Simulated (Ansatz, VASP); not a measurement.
# H4C2O (liquid 1,4-dioxane at 340 K): VASP beside Ansatz

Wanted: the spread between two codes on one cell, functional and k mesh. The structure shown is the start of the Ansatz relaxation below; VASP solves that cell, so the two are compared at the walk's first step.

Calculated with Ansatz 0.2.0; plane waves, with VASP 6.6.1 beside it; single point at PBE with D3(BJ).

## Step 1: The starting structure

The cell holds 182 atoms: 52 C, 26 O and 104 H. Cell: a = 12.268 Å, b = 12.268 Å, c = 12.268 Å, α = 90.0°, β = 90.0°, γ = 90.0°. As first built, before any earlier steps moved the atoms (in the runner's words): 13 1,4-dioxane placed at random, at 1.03 g/cm^3; overlaps pushed apart, then 10 ps at 490 K with MMFF94 bonds, angles, torsions, charges and radii (Halgren, J. Comput. Chem. 17, 490 (1996)) in harmonic and 12-6 forms. Snapshot after 20 ps at 340 K and fixed volume. The cell carries charge +1.

## Step 2: Ansatz: relaxation, PBE with D3(BJ)

Ansatz runs on its default PAW (the set named soft_2) files.

The two programs are compared at the cell with which this relaxation starts, whose forces are those of its first step.

input.yaml reads:

```yaml
crystal:
  lattice:
    - [12.26837, 0.0, 0.0]
    - [0.0, 12.26837, 0.0]
    - [0.0, 0.0, 12.26837]
  atoms:
    - { symbol: C, position: [0.87441, 0.2409, 0.58708] }
    - { symbol: C, position: [0.94288, 0.34189, 0.60624] }
    - { symbol: O, position: [0.99655, 0.37789, 0.50818] }
    - { symbol: C, position: [0.01228, 0.29089, 0.43132] }
    - { symbol: C, position: [0.03227, 0.18292, 0.48802] }
    - { symbol: O, position: [0.94042, 0.14997, 0.55307] }
    - { symbol: H, position: [0.81103, 0.25765, 0.52539] }
    - { symbol: H, position: [0.83403, 0.21645, 0.66322] }
    - { symbol: H, position: [0.00481, 0.32473, 0.66959] }
    - { symbol: H, position: [0.8913, 0.40907, 0.63547] }
    - { symbol: H, position: [0.08344, 0.313, 0.38149] }
    - { symbol: H, position: [0.94084, 0.28472, 0.37679] }
    - { symbol: H, position: [0.04776, 0.11806, 0.4281] }
    - { symbol: H, position: [0.10547, 0.18957, 0.54021] }
    - { symbol: C, position: [0.28792, 0.28201, 0.1195] }
    - { symbol: C, position: [0.19391, 0.33936, 0.06275] }
    - { symbol: O, position: [0.1902, 0.45243, 0.09165] }
    - { symbol: C, position: [0.29219, 0.5034, 0.06586] }
    - { symbol: C, position: [0.38654, 0.44584, 0.12168] }
    - { symbol: O, position: [0.3894, 0.33269, 0.09248] }
    - { symbol: H, position: [0.29362, 0.19666, 0.09309] }
    - { symbol: H, position: [0.27596, 0.28397, 0.20893] }
    - { symbol: H, position: [0.11554, 0.30327, 0.08679] }
    - { symbol: H, position: [0.20373, 0.33083, 0.97344] }
    - { symbol: H, position: [0.28596, 0.58863, 0.09264] }
    - { symbol: H, position: [0.3053, 0.50246, 0.9767] }
    - { symbol: H, position: [0.46443, 0.48093, 0.09509] }
    - { symbol: H, position: [0.37884, 0.45337, 0.2113] }
    - { symbol: C, position: [0.61289, 0.83345, 0.05391] }
    - { symbol: C, position: [0.53968, 0.74473, 0.10294] }
[... 146 atom lines left out ...]
    - { symbol: H, position: [0.32671, 0.57563, 0.60711] }
    - { symbol: H, position: [0.24987, 0.66165, 0.51931] }
    - { symbol: H, position: [0.5704, 0.60243, 0.45895] }
    - { symbol: H, position: [0.48356, 0.57271, 0.34701] }
    - { symbol: H, position: [0.53075, 0.40296, 0.44772] }
    - { symbol: H, position: [0.48129, 0.45986, 0.57164] }
total_charge: 1
kpoints:
  mp_grid: { grid: [1, 1, 1] }
hamiltonian:
  xc: pbe
  dispersion: d3bj
scf:
  occupations: { method: fermi_dirac, width: 0.01 }
  lower_state_search: "off"
output:
  forces: true
magnetization:
  spin_polarized: true
  initial_magnetization: 1
relax:
  f_tol: 0.05
  max_steps: 90
```

The run is started by

```sh
ansatz run input.yaml --threads 4 --pin off --max-ram 8192MiB --backend cpu --events-out ev --progress --plain --runs-dir out
```

Numbers of over 12 decimals in the logs are rounded to 6 here.

Log:

```text
Engine: ansatz 0.2.0, aarch64-unknown-linux-gnu
Pseudopotentials: kind: paw
Pseudopotential: C, paw, valence charge 4, recommended cutoff 420 eV (normal), C.paw.azcp
Pseudopotential: O, paw, valence charge 6, recommended cutoff 420 eV (normal), O.paw.azcp
Pseudopotential: H, paw, valence charge 1, recommended cutoff 420 eV (normal), H.paw.azcp
Functional definition: PBE
  parameter kappa = 0.804
  parameter beta = 0.066725
  exchange = pbe_x(kappa = kappa, mu = beta*pi^2/3)
  correlation = pbe_c(beta = beta)
Crystal: 182 atoms, lattice volume = 1846.548 Å³
Basis set: ecut = 420 eV, 36137 PW (Γ), exchange–correlation on 180×180×180 points (8 copies of the dense FFT grid, shifted against one another)
Bands: 416, of which v1, the nominal top of the filled ones, is band 234 counted from 1 (233 counted from 0)
Symmetry: 1 space group operations
Space group: P1 (ITA 1), of the structure as read, at distance tolerance 1.2e-4 Å
Magnetic group: BNS 1.1 (UNI 1), of the structure as read, at distance tolerance 1.2e-4 Å
k-points: 1
Non-local potential: C, projectors of the file, l = 0: 2, l = 1: 2, l = 2: 1
Non-local potential: O, projectors of the file, l = 0: 2, l = 1: 2, l = 2: 1
Non-local potential: H, projectors of the file, l = 0: 2, l = 1: 1
PAW form: soft (Blöchl's): semilocal exchange-correlation on the pseudo side does not see the compensation charge
PAW one-centre angular grid: C, 110 points (default); XC on 64 Gauss nodes
PAW one-centre angular grid: O, 110 points (default); XC on 64 Gauss nodes
PAW one-centre angular grid: H, 110 points (default); XC on 64 Gauss nodes
Initial density: superposition of atomic densities (chi_scale 0.1, normalization cell, long waves kept (reshape's long-wave potential 0.42 eV rms))
Starting moments: Σ|m| = 1 μB on 182 of 182 sites
Initial wavefunctions: pseudopotential atomic-orbital guess
Functional: x = pbe(κ = 0.804, μ = 0.219515), c = pbe(β = 0.066725)
SCF iter   1: F=—  HF=-29537.026791 eV  |F-HF|=—  |Δ(HF+E_count)|=         —  Δρ=6.02e-2 (↑5.99e-2 ↓6.02e-2)  dr2=2.52e2  dr2_m=1.77e-1  M=1.000 μB ∫|m|=1.032 μB  β_m=1.00  ethr=3.10e-3  ⟨swp⟩=6.0  Hψ=3792  notcnv=0
preconditioner: auto → Resta (q_TF=auto, 2.170 Å⁻¹)  ε∞=2.3  [insulator: Δε(μ)=0.062 eV  Ē_g=15.619 eV  σ=0.010 eV  W_gap=0.91  n_scr=304 (ndim 8)  ℏωp=17.6 eV  f_vac=0.097  D(μ)=8.86/eV (n_scr^D=26)  ε∞_Penn≈2.3]
spin=Collinear: Resta preconditioning applied to the charge; magnetization (m = ρ↑ − ρ↓) channel mixes plain (no charge-response kernel on spin).
SCF iter   2: F=—  HF=-29483.026165 eV  |F-HF|=—  |Δ(HF+E_count)|=         —  Δρ=3.87e-2 (↑3.78e-2 ↓3.87e-2)  dr2=9.18e1  dr2_m=1.42e-1  M=0.149 μB ∫|m|=0.297 μB  β_m=0.30  ethr=3.10e-3  ⟨swp⟩=3.0  Hψ=1390  notcnv=0  defer=356
Mixer restart at iter 2: flushing history
preconditioner: auto → Kerker (q_TF=auto, 2.170 Å⁻¹)  [metal: Δε(μ)=0.005 eV  Ē_g=15.335 eV  σ=0.010 eV  W_gap=0.13  n_scr=304 (ndim 8)  ℏωp=17.6 eV  f_vac=0.109  D(μ)=54.86/eV (n_scr^D=388)]
spin=Collinear: Kerker preconditioning applied to the charge; magnetization (m = ρ↑ − ρ↓) channel mixes plain (no charge-response kernel on spin).
SCF iter   3: F=—  HF=-29468.781880 eV  |F-HF|=—  |Δ(HF+E_count)|=    1.42e1  Δρ=2.86e-2 (↑2.78e-2 ↓2.86e-2)  dr2=5.30e1  dr2_m=1.77e-1  M=0.645 μB ∫|m|=0.749 μB  β_m=0.30  ethr=3.10e-3  ⟨swp⟩=2.0  Hψ=966  notcnv=0  defer=356
SCF iter   4: F=—  HF=-29451.816733 eV  |F-HF|=—  |Δ(HF+E_count)|=    1.70e1  Δρ=1.07e-2 (↑9.33e-3 ↓1.07e-2)  dr2=8.75e0  dr2_m=5.82e-2  M=0.332 μB ∫|m|=0.437 μB  β_m=0.30  ethr=3.10e-3  ⟨swp⟩=4.0  Hψ=964  notcnv=0  defer=356
SCF iter   5: F=—  HF=-29450.393601 eV  |F-HF|=—  |Δ(HF+E_count)|=    1.42e0  Δρ=8.87e-3 (↑6.94e-3 ↓8.87e-3)  dr2=4.35e0  dr2_m=5.49e-2  M=0.967 μB ∫|m|=1.024 μB  β_m=0.30  ethr=1.87e-3  ⟨swp⟩=3.0  Hψ=1015  notcnv=0  defer=350
SCF iter   6: F=—  HF=-29450.403636 eV  |F-HF|=—  |Δ(HF+E_count)|=   1.00e-2  Δρ=6.26e-3 (↑5.09e-3 ↓6.26e-3)  dr2=2.74e0  dr2_m=4.66e-2  M=0.605 μB ∫|m|=0.687 μB  β_m=0.30  ethr=9.31e-4  ⟨swp⟩=2.0  Hψ=800  notcnv=0  defer=350
SCF iter   7: F=—  HF=-29450.671661 eV  |F-HF|=—  |Δ(HF+E_count)|=   2.68e-1  Δρ=5.98e-3 (↑3.15e-3 ↓5.98e-3)  dr2=2.39e0  dr2_m=7.79e-2  M=0.686 μB ∫|m|=0.780 μB  β_m=0.30  ethr=5.87e-4  ⟨swp⟩=2.0  Hψ=1436  notcnv=0  defer=350
SCF iter   8: F=—  HF=-29450.817959 eV  |F-HF|=—  |Δ(HF+E_count)|=   1.46e-1  Δρ=4.15e-3 (↑2.60e-3 ↓4.15e-3)  dr2=1.13e0  dr2_m=2.74e-2  M=0.676 μB ∫|m|=0.750 μB  β_m=0.30  ethr=5.12e-4  ⟨swp⟩=2.0  Hψ=519  notcnv=0  defer=350
SCF iter   9: F=—  HF=-29450.894483 eV  |F-HF|=—  |Δ(HF+E_count)|=   7.65e-2  Δρ=3.36e-3 (↑1.89e-3 ↓3.36e-3)  dr2=8.85e-1  dr2_m=2.28e-2  M=0.762 μB ∫|m|=0.821 μB  β_m=0.30  ethr=2.42e-4  ⟨swp⟩=2.0  Hψ=752  notcnv=0  defer=350
[...]
- { symbol: O, position: [0.914924, 0.642591, 0.289691] }
    - { symbol: H, position: [0.885294, 0.642785, 0.122484] }
    - { symbol: H, position: [0.024294, 0.629158, 0.164080] }
    - { symbol: H, position: [0.987491, 0.442237, 0.232935] }
    - { symbol: H, position: [0.953102, 0.452778, 0.092534] }
    - { symbol: H, position: [0.705352, 0.463851, 0.313650] }
    - { symbol: H, position: [0.714616, 0.574641, 0.219678] }
    - { symbol: H, position: [0.790644, 0.627820, 0.399814] }
    - { symbol: H, position: [0.882059, 0.514484, 0.396623] }
    - { symbol: C, position: [0.786369, 0.490624, 0.885526] }
    - { symbol: C, position: [0.689688, 0.445917, 0.949471] }
    - { symbol: O, position: [0.597298, 0.515731, 0.937963] }
    - { symbol: C, position: [0.569629, 0.527951, 0.825178] }
    - { symbol: C, position: [0.666606, 0.572320, 0.761519] }
    - { symbol: O, position: [0.759459, 0.502686, 0.773013] }
    - { symbol: H, position: [0.855839, 0.434202, 0.889641] }
    - { symbol: H, position: [0.810777, 0.570359, 0.920076] }
    - { symbol: H, position: [0.709639, 0.441595, 0.036615] }
    - { symbol: H, position: [0.669467, 0.363524, 0.919020] }
    - { symbol: H, position: [0.500199, 0.584351, 0.821462] }
    - { symbol: H, position: [0.545093, 0.448378, 0.790883] }
    - { symbol: H, position: [0.647779, 0.575422, 0.674054] }
    - { symbol: H, position: [0.686330, 0.655345, 0.790234] }
    - { symbol: C, position: [0.281653, 0.184993, 0.730461] }
    - { symbol: C, position: [0.346675, 0.289023, 0.710597] }
    - { symbol: O, position: [0.460451, 0.269546, 0.724955] }
    - { symbol: C, position: [0.481420, 0.226974, 0.831330] }
    - { symbol: C, position: [0.416127, 0.123038, 0.850899] }
    - { symbol: O, position: [0.302019, 0.143656, 0.837494] }
    - { symbol: H, position: [0.304326, 0.123164, 0.668964] }
    - { symbol: H, position: [0.193686, 0.201085, 0.725262] }
    - { symbol: H, position: [0.319250, 0.352973, 0.768193] }
    - { symbol: H, position: [0.335623, 0.317882, 0.626497] }
    - { symbol: H, position: [0.460061, 0.288011, 0.894234] }
    - { symbol: H, position: [0.569275, 0.209938, 0.835109] }
    - { symbol: H, position: [0.442792, 0.059522, 0.792894] }
    - { symbol: H, position: [0.427300, 0.094155, 0.934968] }
    - { symbol: C, position: [0.808571, 0.137506, 0.962356] }
    - { symbol: C, position: [0.885959, 0.084119, 0.042695] }
    - { symbol: O, position: [0.996955, 0.114273, 0.022009] }
    - { symbol: C, position: [0.019962, 0.126086, 0.907462] }
    - { symbol: C, position: [0.939104, 0.064745, 0.837093] }
    - { symbol: O, position: [0.829987, 0.105255, 0.851940] }
[...]
- { symbol: C, position: [0.470826, 0.142460, 0.373455] }
    - { symbol: C, position: [0.576708, 0.175554, 0.427862] }
    - { symbol: O, position: [0.632232, 0.259425, 0.367529] }
    - { symbol: C, position: [0.608265, 0.255978, 0.252944] }
    - { symbol: C, position: [0.582627, 0.141510, 0.214046] }
    - { symbol: O, position: [0.489173, 0.095947, 0.267370] }
[...]
- { symbol: C, position: [0.929949, 0.866398, 0.506217] }
    - { symbol: C, position: [0.037010, 0.867738, 0.567958] }
    - { symbol: O, position: [0.089143, 0.762516, 0.568070] }
    - { symbol: C, position: [0.012577, 0.674862, 0.555224] }
    - { symbol: C, position: [0.903664, 0.702030, 0.607025] }
    - { symbol: O, position: [0.852061, 0.792968, 0.554562] }
[...]
- { symbol: C, position: [0.552997, 0.802509, 0.645047] }
    - { symbol: C, position: [0.490702, 0.895096, 0.588409] }
    - { symbol: O, position: [0.529346, 0.999707, 0.623100] }
    - { symbol: C, position: [0.642670, 0.995595, 0.648644] }
    - { symbol: C, position: [0.661540, 0.922033, 0.748409] }
    - { symbol: O, position: [0.582534, 0.835808, 0.752483] }
[...]
- { symbol: C, position: [0.277259, 0.502884, 0.454003] }
    - { symbol: C, position: [0.312628, 0.598081, 0.524411] }
    - { symbol: O, position: [0.408899, 0.649539, 0.482357] }
    - { symbol: C, position: [0.484613, 0.573093, 0.435940] }
    - { symbol: C, position: [0.466109, 0.457941, 0.476449] }
    - { symbol: O, position: [0.359198, 0.418681, 0.449468] }
    - { symbol: H, position: [0.259940, 0.531737, 0.370459] }
    - { symbol: H, position: [0.202200, 0.465918, 0.486441] }
    - { symbol: H, position: [0.326900, 0.570486, 0.609043] }
    - { symbol: H, position: [0.248924, 0.660948, 0.526543] }
    - { symbol: H, position: [0.567329, 0.600303, 0.458109] }
    - { symbol: H, position: [0.478588, 0.576384, 0.346180] }
    - { symbol: H, position: [0.524832, 0.401909, 0.438447] }
    - { symbol: H, position: [0.478671, 0.453848, 0.565687] }
```

Reading the cycles: dr2 is the Hartree energy of the density residual (eV), the measure of convergence; HF is the Harris–Foulkes estimate of the energy, which meets the free energy F at convergence.

## Step 3: VASP: single point, PBE with D3(BJ), start cell

The same cell, functional, mesh and smearing now go to VASP, with its own data sets.

Lines of VASP's logs that name or quote its potential files are left out, and so is its time.

INCAR reads:

```
SYSTEM = H4C2O
PREC = Accurate
ENCUT = 520
EDIFF = 1E-06
NELM = 200
ISMEAR = -1
SIGMA = 0.01
LREAL = Auto
ALGO = Normal
GGA = PE
IVDW = 12
NELECT = 467
NBANDS = 360
ISPIN = 2
MAGMOM = 0 0 0 0 0 0 0 0 0 0 0 0 0 0 0 0 0 0 0 0 0 0 0 0 0 0 0 0 0 0 0 0 0 0 0 0 0 0 0 0 0 0 0 0 0 0 0 0 0 0 0 0 0.01 0 0.04 0.04 0.03 0.01 0.02 0.01 0.01 0.02 0.02 0.02 0.02 0.02 0.02 0.03 0 0 0.02 0.01 0.01 0.01 0.02 0.01 0.01 0.01 0 0 0 0 0 0 0 0 0 0 0 0 0 0 0 0 0 0 0 0 0 0 0 -0 0 0 0 0 0 0 0 0 0 0 0 0 0 0 0 0 0 0 0 0 0 0 0 0 0 0 0 0 0 0 0 0 0 0 0 0 0 -0 0 0 0 -0 0 0 0 0 0 0 0 -0 0 0 0 0 0 0 0 0 0 0 0 0 0 0 0 0 0 0 0 0 0 -0 0 0 0 0 0 0 0 0
LORBIT = 11
LWAVE = .FALSE.
LCHARG = .FALSE.
ISIF = 2
LASPH = .TRUE.
GGA_COMPAT = .FALSE.
```

POSCAR reads:

```
H4C2O
1.0
   12.2683700000      0.0000000000      0.0000000000
    0.0000000000     12.2683700000      0.0000000000
    0.0000000000      0.0000000000     12.2683700000
C O H
52 26 104
Direct
    0.8744111891      0.2408958973      0.5870788051
    0.9428799425      0.3418873086      0.6062419050
    0.0122836204      0.2908862384      0.4313205422
    0.0322699756      0.1829175351      0.4880191908
    0.2879192590      0.2820097535      0.1195024278
    0.1939132908      0.3393604855      0.0627467219
    0.2921904051      0.5034002072      0.0658604199
    0.3865387170      0.4458375481      0.1216787560
    0.6128931553      0.8334522027      0.0539109923
    0.5396804955      0.7447281098      0.1029395103
    0.6123062803      0.8174761602      0.2654712892
    0.7216280565      0.8469992346      0.2121471720
    0.2629607682      0.8854884553      0.3352686624
    0.2528290229      0.7818398043      0.2687398570
    0.1922178741      0.9087678314      0.1334814649
    0.1133972973      0.9404672340      0.2230614173
    0.1911663897      0.6459537820      0.8167588685
    0.1178803704      0.7151235250      0.8885124919
    0.2280335529      0.8577667612      0.8149819414
    0.3181107189      0.7866733723      0.8606196259
    0.9382175464      0.6041307851      0.1796163631
    0.9322672857      0.4808299717      0.1749621180
    0.7629375377      0.5139069004      0.2663434507
    0.8363865778      0.5758711222      0.3437294441
    0.7887600390      0.4861199980      0.8833365802
    0.6923332113      0.4441013761      0.9487975990
    0.5722194554      0.5245766145      0.8236383480
    0.6688582102      0.5665300280      0.7585359750
    0.2822216806      0.1846129518      0.7303822757
    0.3500301996      0.2870960038      0.7146670666
[... 146 atom lines left out ...]
    0.3267100682      0.5756265910      0.6071059155
    0.2498701947      0.6616526890      0.5193110413
    0.5704017730      0.6024272173      0.4589525748
    0.4835605708      0.5727085179      0.3470061630
    0.5307469533      0.4029630668      0.4477204388
    0.4812864301      0.4598573405      0.5716407314
```

KPOINTS reads:

```
Automatic mesh
0
Gamma
1 1 1
0 0 0
```

Potentials, in the order of the species: C, O and H (PBE family, release 64).

The run is started by

```sh
export OMP_NUM_THREADS=3
mpirun -np 1 vasp_gam
```

Log:

```text
[banner, memory and clock lines left out]
running    1 mpi-ranks, on    1 nodes
[...]
Offloading initialized ...    1 GPUs detected
[...]
LDA part: xc-table for (Slater+PW92), standard interpolation
 POSCAR, INCAR and KPOINTS ok, starting setup
[...]
entering main loop
       N       E                     dE             d eps       ncg     rms          rms(c)
DAV:   1     0.351125516675E+04    0.35113E+04   -0.24234E+05  1472   0.120E+03
DAV:   2    -0.652841102256E+03   -0.41641E+04   -0.39366E+04  1824   0.288E+02
DAV:   3    -0.107709222142E+04   -0.42425E+03   -0.42003E+03  1808   0.951E+01
DAV:   4    -0.108770866797E+04   -0.10616E+02   -0.10571E+02  1880   0.163E+01
DAV:   5    -0.108796104575E+04   -0.25238E+00   -0.25199E+00  1872   0.241E+00BRMIX: very serious problems
 the old and the new charge density differ
 old charge density:   468.00000 new  467.00000
    0.520E+01
DAV:   6    -0.102846946803E+04    0.59492E+02   -0.80364E+01  1712   0.125E+01    0.277E+01
DAV:   7    -0.101574429778E+04    0.12725E+02   -0.45106E+01  1872   0.873E+00    0.125E+01
DAV:   8    -0.101420520368E+04    0.15391E+01   -0.43932E+00  1904   0.426E+00    0.743E+00
DAV:   9    -0.101409574394E+04    0.10946E+00   -0.47973E+00  1928   0.327E+00    0.423E+00
[...]
DAV:  27    -0.101393840832E+04    0.61360E-05   -0.42274E-05  1696   0.110E-02    0.276E-02
DAV:  28    -0.101393840861E+04   -0.28958E-06   -0.12163E-05  1624   0.707E-03    0.177E-02
DAV:  29    -0.101393840845E+04    0.15631E-06   -0.68329E-06  1624   0.587E-03
   1 F= -.10221537E+04 E0= -.10221456E+04  d E =-.163037E-01  mag=     0.9932
```

OUTCAR, selected parts (step 3):

```text
 magnetization (x)
# of ion       s       p       d       tot
------------------------------------------
    1       -0.000   0.001   0.000   0.001
    2       -0.000   0.001   0.000   0.001
    3       -0.000   0.000   0.000   0.000
    4        0.000   0.001   0.000   0.001
    5        0.000   0.005   0.000   0.005
    6        0.000   0.005   0.000   0.005
[...]
180        0.002   0.000   0.000   0.003
  181        0.000   0.000   0.000   0.000
  182        0.003   0.000   0.000   0.003
--------------------------------------------------
tot          0.135   0.650   0.000   0.785
```

The run ends at a pressure of -0.66 GPa, with forces up to 0.23 eV/Å.

## Step 4: Side by side

Known differences besides the potentials themselves: VASP starts from the moments at which Ansatz ended; the cutoff is 420 eV in Ansatz and 520 eV in VASP (PREC = Accurate, projectors in real space). Total energies have different zeros and are not compared.

Forces on 9 of the 182 atoms, those with the largest forces and the largest differences (eV/Å; atoms numbered as in POSCAR):

```csv
atom,"Ansatz x, y, z","VASP x, y, z"
C5,"0.123, -0.100, 0.115","0.028, -0.187, 0.138"
C6,"-0.144, 0.119, -0.086","-0.175, -0.005, -0.110"
C7,"-0.189, 0.079, -0.081","-0.097, 0.161, -0.107"
C8,"0.136, -0.110, 0.091","0.164, 0.017, 0.123"
C29,"-0.103, -0.131, 0.009","-0.159, -0.084, -0.107"
C31,"0.121, 0.118, -0.099","0.165, 0.076, 0.014"
O55,"0.164, -0.101, -0.031","0.052, -0.036, 0.027"
O66,"-0.089, 0.023, 0.086","-0.021, -0.039, -0.021"
O76,"-0.004, 0.024, -0.039","-0.052, -0.029, 0.083"
```

The forces differ by 49 meV/Å r.m.s., which is 99.5 % of the r.m.s. force of 0.049 eV/Å (both taken over all components). Moments aren't recorded for both runs of this pair, so they may hold unlike magnetic states. The cell carries a charge of +1 e against a uniform background, so its pressure also hangs on how the neutralising background is counted, and in a defect's cell a gap may be the spacing between its levels.

## Step 5: Outcome

- r.m.s. force difference (single point, PBE with D3(BJ), start cell): 49 meV/Å

The r.m.s. force difference is 49 meV/Å (single point, PBE with D3(BJ), start cell), beyond the 12 meV/Å picked in this series as the mark of a large difference. What causes the difference of the single point, PBE with D3(BJ), start cell pair stays open here. 1 further run of this series is not shown here. Such differences can come from data sets, numerical settings and the points named under the comparisons, not from the functional's error against experiment.

[Lines on the potential files, build, host, timing and source positions are cut from VASP's logs without a mark.]

[Logs are printed without paths, hosts, clocks, repeated set-up lines and the standing remarks that a program may print on its own settings, such as how far it seeks lower states.]

[Hosts, paths, dates, database ids (printed as entryN), source tags and the programs' standing remarks are cut or masked in the printed files.]

[The MMFF94 radii named for the starting cell were scaled by 0.96; in molecules described by MMFF94, hydrogen bound to N, O or S took a small fixed 12-6 site in their place.]
